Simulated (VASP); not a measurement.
A VASP calculation is set up with these files.

INCAR:
```
AEXX  =  0.25
ALGO  =  Normal
EDIFF  =  1E-6
ENCUT  =  300
GGA  =  PE
HFRCUT  =  -1
ISIF  =  2
ISMEAR  =  0
ISYM  =  3
LASPH  =  T
LCHARG  =  F
LHFCALC  =  T
LMAXMIX  =  4
LREAL  =  F
LWAVE  =  F
NELM  =  100
PREC  =  Accurate
PRECFOCK  =  Fast
SIGMA  =  0.01
SYSTEM  =  MgTe
```

### POSCAR
```
MgTe
1
    0.0000000000     3.2058210000     3.2058210000
    3.2058210000     0.0000000000     3.2058210000
    3.2058210000     3.2058210000     0.0000000000
Mg Te
1 1
Direct
  0.0000000000   0.0000000000   0.0000000000
  0.7500000000   0.7500000000   0.7500000000
```

**KPOINTS**
```
Regular mesh
0
Gamma
  5 5 5
```

POTCAR, in this order: Mg Te (PBE.64 set). Program: vasp_std.

Task: Write an equivalent input for Ansatz.

Result: One equivalent input (not run):
Ansatz 0.2 input:
```yaml
crystal:
  lattice:
    - [0.0000000, 3.2058210, 3.2058210]
    - [3.2058210, 0.0000000, 3.2058210]
    - [3.2058210, 3.2058210, 0.0000000]
  atoms:
    - { symbol: Mg, position: [0.0000000, 0.0000000, 0.0000000] }
    - { symbol: Te, position: [0.7500000, 0.7500000, 0.7500000] }
kpoints:
  mp_grid: { grid: [5, 5, 5] }
hamiltonian:
  xc: pbe0
  pseudopotentials: { kind: paw }
scf:
  occupations: { method: gaussian, width: 0.01 }
  max_iter: 100
output: { forces: true, stress: true, eigenvalues: true }
```
The two are equivalent in intent, not identical: each code has its own PAW files, so the cut-off isn't converted (ENCUT is set for VASP's; basis.ecutwfc is left out, and Ansatz then takes the one that its files recommend); Ansatz stops its SCF on the density residual and VASP on the energy change (EDIFF).

The structure comes from a computed database's MgTe entry; how it stands against other phases isn't given here. The cell was not relaxed at this level. The run is one of a series of settings (KPOINTS 5×5×5 Γ-centred mesh against the base run), some of them coarse on purpose.
